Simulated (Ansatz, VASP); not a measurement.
Two plane-wave programs on Pd12S

```
Pd S
1.0
     5.57519    0.00000    0.00000
    -2.78759    4.82826    0.00000
     0.00000    0.00000   20.05212
Pd S
12 1
Direct
  0.33333 0.16667 0.19948
  0.33333 0.66667 0.19948
  0.83333 0.16667 0.19948
  0.83333 0.66667 0.19948
  0.16667 0.33333 0.31299
  0.16667 0.83333 0.31299
  0.66667 0.33333 0.31299
  0.66667 0.83333 0.31299
  0.00000 0.00000 0.42649
  0.00000 0.50000 0.42649
  0.50000 0.00000 0.42649
  0.50000 0.50000 0.42649
  0.00000 0.16667 0.52020
```

Alike in both runs: functional PBE; k mesh 6 × 6 × 1; occupations gaussian, width 0.1 eV; no spin polarisation.

Ansatz relaxed the structure, and its values are those at the end. VASP's run is a single point on that final structure, the one shown.

```csv
,VASP,Ansatz
version,VASP 6.6.1,Ansatz 0.2.0
potentials or method,"VASP PAW PBE potentials, release 64 (Pd, S)","scalar-relativistic, plane waves, PAW"
plane-wave cutoff (eV),520,420
valence electrons in the cell,126,222
```

|  | VASP | Ansatz | Ansatz less VASP |
| --- | --- | --- | --- |
| gap on the k mesh at the Fermi level (eV) | none | none | - |
| rms of the force components (eV/Å) | 0.421 | 0.421 | -0.0001 |

A gap of «none» marks a metal or a gap that the smearing closes. The two sets of potentials don't hold the same shells in valence.
